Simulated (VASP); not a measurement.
Output of a VASP run:

### OSZICAR
```
       N       E                     dE             d eps       ncg     rms          rms(c)
DAV:   1     0.382203671117E+02    0.38220E+02   -0.49477E+03    18   0.759E+02
DAV:   2    -0.117397463802E+02   -0.49960E+02   -0.49902E+02    20   0.185E+02
DAV:   3    -0.121456238226E+02   -0.40588E+00   -0.35905E+00    19   0.168E+01
DAV:   4    -0.121512838269E+02   -0.56600E-02   -0.56424E-02    18   0.194E+00
DAV:   5    -0.121513912581E+02   -0.10743E-03   -0.10742E-03    19   0.230E-01    0.200E+01
DAV:   6    -0.116699786534E+02    0.48141E+00   -0.87810E-01    18   0.100E+01    0.120E+01
DAV:   7    -0.115540448754E+02    0.11593E+00   -0.50346E-01    18   0.752E+00    0.447E+00
DAV:   8    -0.115481776669E+02    0.58672E-02   -0.51647E-03    18   0.733E-01    0.440E-01
DAV:   9    -0.115480484133E+02    0.12925E-03   -0.55644E-04    18   0.255E-01    0.452E-02
DAV:  10    -0.115480561990E+02   -0.77857E-05   -0.90315E-06    18   0.367E-02    0.105E-02
DAV:  11    -0.115480565839E+02   -0.38488E-06   -0.84350E-09     9   0.106E-03
   1 F= -.11548057E+02 E0= -.11509491E+02  d E =-.771312E-01
```

File OUTCAR:
```
------------------------ aborting loop because EDIFF is reached ----------------------------------------
  FORCE on cell =-STRESS in cart. coord.  units (eV):
  Direction    XX          YY          ZZ          XY          YZ          ZX
  --------------------------------------------------------------------------------------
  Total       -3.5821073     -3.5821073     -3.5821073      0.0000000      0.0000000      0.0000000
  in kB     -348.2107171   -348.2107171   -348.2107171      0.0000000      0.0000000      0.0000000
  external PRESSURE =    -348.2107171 kB  Pullay stress =       0.0000000 kB
  volume of cell :       16.48
      direct lattice vectors                 reciprocal lattice vectors
     2.544890000  0.000000000  0.000000000     0.392944292  0.000000000  0.000000000
     0.000000000  2.544890000  0.000000000     0.000000000  0.392944292  0.000000000
     0.000000000  0.000000000  2.544890000     0.000000000  0.000000000  0.392944292
 POSITION                                       TOTAL-FORCE (eV/Angst)
 -----------------------------------------------------------------------------------
      0.00000      0.00000      0.00000         0.000000      0.000000      0.000000
 -----------------------------------------------------------------------------------
    total drift:                                0.000000      0.000000     -0.000000
  FREE ENERGIE OF THE ION-ELECTRON SYSTEM (eV)
  ---------------------------------------------------
  free  energy   TOTEN  =       -11.5480565839 eV

  energy  without entropy=      -11.4709254240  energy(sigma->0) =      -11.50949100
```
(Selected blocks of OUTCAR.)

POSCAR:
```
Pd
1
    2.5448900000     0.0000000000     0.0000000000
    0.0000000000     2.5448900000     0.0000000000
    0.0000000000     0.0000000000     2.5448900000
Pd
1
Direct
  0.0000000000   0.0000000000   0.0000000000
```

### Question
Write an INCAR and KPOINTS that could have produced this output.

### Answer
This is not unique; one that fits is the input of the run itself, PBE GGA, plane waves, VASP's PBE PAW potentials (set 64).

INCAR:
```
# general
SYSTEM  = Pd
PREC    = Accurate
ENCUT   = 400
LREAL   = .FALSE.   # projection in real space or not
LASPH   = .TRUE.   # aspherical one-centre terms

# electronic loop
EDIFF   = 1E-6
NELM    = 100
ALGO    = Normal   # blocked Davidson
LMAXMIX = 4   # l cut-off of mixed one-centre charges

# smearing
ISMEAR  = 0   # Gaussian
SIGMA   = 0.05

# functional
GGA     = PE   # PBE

# ions
ISIF    = 2   # forces and stress, cell fixed

# output
LWAVE   = .FALSE.
LCHARG  = .FALSE.
```

### KPOINTS
```
Regular mesh
0
G
 1 1 1
0 0 0
```

POTCAR, in this order: Pd (PBE.64 set). Program: vasp_std.

The structure was generated: Pd was put into the simple-cubic type (Pm-3m), which need not be its known phase. The cell was not relaxed at this level. The k-mesh is coarse (spacing up to 2.47 per Å, 2π included), so the numbers may not be converged in it.
